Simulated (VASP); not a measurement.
Output of a VASP run:

**OSZICAR**
```
       N       E                     dE             d eps       ncg     rms          rms(c)
DAV:   1     0.826418838296E+02    0.82642E+02   -0.66926E+03   702   0.102E+03
DAV:   2    -0.479059763395E+01   -0.87432E+02   -0.84048E+02   945   0.170E+02
DAV:   3    -0.104923795539E+02   -0.57018E+01   -0.56652E+01   862   0.507E+01
DAV:   4    -0.105463251268E+02   -0.53946E-01   -0.53909E-01   797   0.579E+00
DAV:   5    -0.105468004056E+02   -0.47528E-03   -0.47526E-03   892   0.536E-01    0.705E+00
DAV:   6    -0.104877353515E+02    0.59065E-01   -0.39032E-02   777   0.144E+00    0.436E+00
DAV:   7    -0.104682750121E+02    0.19460E-01   -0.76976E-02   732   0.201E+00    0.200E-01
DAV:   8    -0.104676126951E+02    0.66232E-03   -0.94089E-03   742   0.701E-01    0.105E-01
DAV:   9    -0.104677274472E+02   -0.11475E-03   -0.32413E-04   922   0.135E-01    0.323E-02
DAV:  10    -0.104677693702E+02   -0.41923E-04   -0.51018E-05   757   0.556E-02    0.724E-03
DAV:  11    -0.104677730140E+02   -0.36438E-05   -0.88934E-06   807   0.206E-02    0.372E-03
DAV:  12    -0.104677728305E+02    0.18350E-06   -0.17730E-06   551   0.101E-02
   1 F= -.10467773E+02 E0= -.10467773E+02  d E =-.558930E-17
```

**OUTCAR**
```
------------------------ aborting loop because EDIFF is reached ----------------------------------------
  FORCE on cell =-STRESS in cart. coord.  units (eV):
  Direction    XX          YY          ZZ          XY          YZ          ZX
  --------------------------------------------------------------------------------------
  Total        1.2030354      1.2030354      2.1593411      0.0000000     -0.0000000      0.0000000
  in kB       23.5445434     23.5445432     42.2603531      0.0000000     -0.0000000      0.0000000
  external PRESSURE =      29.7831465 kB  Pullay stress =       0.0000000 kB
  volume of cell :       81.87
      direct lattice vectors                 reciprocal lattice vectors
     2.185000000 -3.784531000  0.000000000     0.228832952 -0.132116767  0.000000000
     2.185000000  3.784531000  0.000000000     0.228832952  0.132116767  0.000000000
     0.000000000  0.000000000  4.950000000     0.000000000  0.000000000  0.202020202
 POSITION                                       TOTAL-FORCE (eV/Angst)
 -----------------------------------------------------------------------------------
      0.49163      0.85152      3.30000         0.227085      0.393322     -0.000000
      3.38675      0.00000      0.00000        -0.454169      0.000000     -0.000000
      0.49163     -0.85152      1.65000         0.227085     -0.393322      0.000000
 -----------------------------------------------------------------------------------
    total drift:                               -0.000212     -0.000446      0.000007
  FREE ENERGIE OF THE ION-ELECTRON SYSTEM (eV)
  ---------------------------------------------------
  free  energy   TOTEN  =       -10.4677728305 eV

  energy  without entropy=      -10.4677728305  energy(sigma->0) =      -10.46777283
```
(Selected blocks of OUTCAR.)

File POSCAR:
```
Se
1
    2.1850000000    -3.7845310000     0.0000000000
    2.1850000000     3.7845310000     0.0000000000
    0.0000000000     0.0000000000     4.9500000000
Se
3
Direct
  0.0000000000   0.2250000000   0.6666670000
  0.7750000000   0.7750000000   0.0000000000
  0.2250000000   0.0000000000   0.3333330000
```

### Question
Write an INCAR and KPOINTS that could have produced this output.

### Answer
This is not unique; one that fits is the input of the run itself, PBE GGA, plane waves, VASP's PBE PAW potentials (set 64).

KPOINTS:
```
Automatic mesh
0
Gamma
6 6 5
0 0 0
```

### INCAR
```
# general
SYSTEM =Se
PREC   =Accurate
ENCUT  =450   # plane-wave cut-off (eV)
LREAL  =.FALSE.
LASPH  =.TRUE.

# electronic loop
EDIFF  =1E-6   # SCF stop (eV)
NELM   =100   # most electronic steps
ALGO   =Normal   # blocked Davidson
LMAXMIX=4

# smearing
ISMEAR =0   # Gaussian
SIGMA  =0.05

# functional
GGA    =PE   # PBE

# ions
ISIF   =2

# output
LWAVE  =.FALSE.
LCHARG =.FALSE.
```

POTCAR, in this order: Se (PBE.64 set). Program: vasp_std.

The compound is Se in the trig structure. The cell was not relaxed at this level. The run is one of a series of settings (ENCUT = 450 against the base run), some of them coarse on purpose.
